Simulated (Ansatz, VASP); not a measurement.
**TiNb3B: VASP beside Ansatz**

```
Ti Nb B
1.0
     4.39396    0.00000    0.00000
     0.00000    4.39396    0.00000
     0.00000    0.00000    4.39396
Ti Nb B
1 3 1
Cartesian
  2.1970 2.1970 2.1970
  0.0000 0.0000 2.1970
  2.1970 0.0000 0.0000
  0.0000 2.1970 0.0000
  0.0000 0.0000 0.0000
```

Change from the starting cell: species swapped into the CsAuBr3 type (Pm-3m, No. 221).

Alike in both runs: functional PBE; k mesh 4 × 4 × 4; occupations gaussian, width 0.1 eV; no spin polarisation.

Ansatz relaxed the structure, and its values are those at the end. VASP's run is a single point on that final structure, the one shown.

```csv
,VASP,Ansatz
version,VASP 6.6.1,Ansatz 0.2.0
potentials or method,"VASP PAW PBE potentials, release 64 (Ti_sv, Nb_sv, B)","scalar-relativistic, plane waves, PAW"
plane-wave cutoff (eV),520,420
valence electrons in the cell,54,54
```

|  | VASP | Ansatz | Ansatz less VASP |
| --- | --- | --- | --- |
| gap on the k mesh at the Fermi level (eV) | none | none | - |
| pressure (GPa) | 0.1 | 0.3 | +0.24 |

A gap of «none» marks a metal or a gap that the smearing closes.
